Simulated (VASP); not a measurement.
A convergence study with VASP on AuZn (CsCl type): one setting is varied, all else stays as given below, so the limit is that of these other settings.

```xyz
2
Lattice="3.1500 0.0000 0.0000 0.0000 3.1500 0.0000 0.0000 0.0000 3.1500" Properties=species:S:1:pos:R:3 pbc="T T T"
Zn     1.5750     1.5750     1.5750
Au     0.0000     0.0000     0.0000
```

Calculation: PBE GGA, VASP's PBE PAW potentials (set 64) (plane waves; VASP). The tightest run used: 550 eV cut-off, 21×21×21 Γ-centred mesh, first-order Methfessel-Paxton smearing of 0.10 eV, potentials Zn Au.

```tsv
setting	E (eV/atom)	pressure (GPa)	irreducible k-points
1×1×1 mesh	-2.2917	10.78	1
2×2×2 mesh	-2.0582	4.06	4
3×3×3 mesh	-2.2408	2.39	4
4×4×4 mesh	-2.3457	4.28	10
5×5×5 mesh	-2.3754	5.16	10
```

Problem. These are the cheaper rows. Estimate the results at 21×21×21 mesh, and how far the last row shown lies from them.

Solution. 
```tsv
quantity	tightest run	last row shown is off by
E (eV/atom)	-2.3675	-0.0079
pressure (GPa)	4.55	0.60
```

Left out are rungs that failed or repeat a setting and relaxations that didn't move; long series are thinned to 24 rows.

The compound is AuZn in the CsCl type structure. The cell was not relaxed at this level. The electron count is odd and the run is not spin-polarised, which forces a metal.
